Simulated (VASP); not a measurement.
Input:

```
CELL_PARAMETERS angstrom
      0.00000     3.05000     3.05000
      3.05000     0.00000     3.05000
      3.05000     3.05000     0.00000
ATOMIC_POSITIONS crystal
  Ga 0.00000 0.00000 0.00000
  Sb 0.25000 0.25000 0.25000
```

These are PBE GGA, VASP's PBE PAW potentials (set 64) (plane waves; VASP) values and carry that method's errors. Run with 300 eV cut-off, 8×8×8 Γ-centred mesh, Fermi-Dirac smearing of 0.010 eV, potentials Ga_d Sb.

Unless said otherwise, spin-orbit coupling is left out, though it shifts the bands of the heavy elements here.

Q: Give the energies of bands 7 to 12 at the high-symmetry points, in eV from the valence-band maximum.

A: 
```tsv
band	Γ	X	U	L	W
7	0.00	-6.86	-6.67	-6.41	-6.72
8	0.00	-2.61	-3.66	-1.17	-3.39
9	0.00	-2.61	-2.22	-1.17	-3.17
10	0.10	0.90	1.40	0.42	3.71
11	2.77	1.24	3.89	3.75	4.33
12	2.77	8.74	6.64	3.75	4.43
```

The gap is direct, 0.10 eV, from the valence maximum at Γ to the conduction minimum at Γ.

The structure is a typed GaSb crystal (F-43m). The cell was not relaxed at this level.
